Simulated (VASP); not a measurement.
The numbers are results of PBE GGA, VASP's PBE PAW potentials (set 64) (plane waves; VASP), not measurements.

VASP ran on this input.

**KPOINTS**
```
k-points along high-symmetry lines
15
Line-mode
Reciprocal
  0.000000   0.000000   0.000000 ! GAMMA
  0.000000   0.500000   0.000000 ! X

  0.000000   0.500000   0.000000 ! X
  0.500000   0.500000   0.000000 ! M

  0.500000   0.500000   0.000000 ! M
  0.000000   0.000000   0.000000 ! GAMMA

  0.000000   0.000000   0.000000 ! GAMMA
  0.500000   0.500000   0.500000 ! R

  0.500000   0.500000   0.500000 ! R
  0.000000   0.500000   0.000000 ! X

  0.500000   0.500000   0.500000 ! R
  0.500000   0.500000   0.000000 ! M
```

POSCAR:
```
SrTiO3
1
    3.9411134050     0.0000000000     0.0000000000
    0.0000000000     3.9411134050     0.0000000000
    0.0000000000     0.0000000000     3.9411134050
Sr Ti O
1 1 3
Direct
  0.0000000000   0.0000000000   0.0000000000
  0.5000000000   0.5000000000   0.5000000000
  0.5000000000   0.0000000000   0.5000000000
  0.0000000000   0.5000000000   0.5000000000
  0.5000000000   0.5000000000   0.0000000000
```

### INCAR
```
SYSTEM=SrTiO3
PREC=Accurate; ENCUT=520; LREAL=.FALSE.
LASPH=.TRUE.; ICHARG=11
EDIFF=1E-7; NELM=100; ALGO=Normal
LMAXMIX=4
ISMEAR=0; SIGMA=0.05
GGA=PE
LWAVE=.FALSE.; LCHARG=.FALSE.; LORBIT=11
```

POTCAR, in this order: Sr_sv Ti_sv O (PBE.64 set). Program: vasp_std. Read from the step before: CHGCAR.

What VASP printed:

### OSZICAR
```
       N       E                     dE             d eps       ncg     rms          rms(c)
DAV:   1     0.418039980906E+03    0.41804E+03   -0.22374E+04  4320   0.187E+03
DAV:   2     0.105515854670E+02   -0.40749E+03   -0.40064E+03  4864   0.492E+02
DAV:   3    -0.367213980072E+02   -0.47273E+02   -0.45690E+02  7056   0.143E+02
DAV:   4    -0.387618706158E+02   -0.20405E+01   -0.20394E+01  5456   0.286E+01
DAV:   5    -0.388424508834E+02   -0.80580E-01   -0.80579E-01  6192   0.466E+00
DAV:   6    -0.388437620108E+02   -0.13111E-02   -0.13111E-02  5776   0.584E-01
DAV:   7    -0.388437893442E+02   -0.27333E-04   -0.27333E-04  6280   0.802E-02
DAV:   8    -0.388437898892E+02   -0.54505E-06   -0.54504E-06  5768   0.966E-03
DAV:   9    -0.388437899010E+02   -0.11739E-07   -0.11720E-07  4216   0.147E-03
   1 F= -.38843790E+02 E0= -.38843790E+02  d E =-.360979E-26
```

File OUTCAR:
```
 val. band max:        3.9416953540   @ k =   0.5000   0.5000   0.5000

 cond. band min:       5.7460899231   @ k =   0.0000   0.0000   0.0000



 k-point     1 :       0.0000    0.0000    0.0000
  band No.  band energies     occupation
      1     -52.6357      2.00000
      2     -28.9343      2.00000
      3     -28.8646      2.00000
      4     -28.8646      2.00000
      5     -28.8646      2.00000
      6     -13.3863      2.00000
      7     -12.4268      2.00000
      8     -12.4268      2.00000
      9     -10.9168      2.00000
     10     -10.9168      2.00000
     11     -10.9168      2.00000
     12       1.1410      2.00000
     13       1.1410      2.00000
     14       1.1410      2.00000
     15       2.8175      2.00000
     16       2.8175      2.00000
     17       2.8175      2.00000
     18       3.5714      2.00000
     19       3.5714      2.00000
     20       3.5714      2.00000
     21       5.7461      0.00000
     22       5.7461      0.00000
     23       5.7461      0.00000
     24       8.0539      0.00000

 k-point     2 :       0.0000    0.0357    0.0000
  band No.  band energies     occupation
      1     -52.6357      2.00000
      2     -28.9359      2.00000
      3     -28.8646      2.00000
      4     -28.8646      2.00000
      5     -28.8636      2.00000
      6     -13.3863      2.00000
      7     -12.4288      2.00000
      8     -12.4266      2.00000
      9     -10.9163      2.00000
     10     -10.9163      2.00000
     11     -10.9077      2.00000
     12       1.1242      2.00000
     13       1.1404      2.00000
     14       1.1404      2.00000
     15       2.8002      2.00000
     16       2.8002      2.00000
     17       2.8059      2.00000
     18       3.5276      2.00000
     19       3.5613      2.00000
     20       3.5613      2.00000
     21       5.7480      0.00000
     22       5.7770      0.00000
     23       5.7770      0.00000
     24       8.0561      0.00000

...
```

The density is held fixed in this step, so its total energy and stress have no physical meaning.

The compound is SrTiO3 in the cubic perovskite structure, the ideal cubic form; the compound distorts at low or room temperature. It was relaxed first.
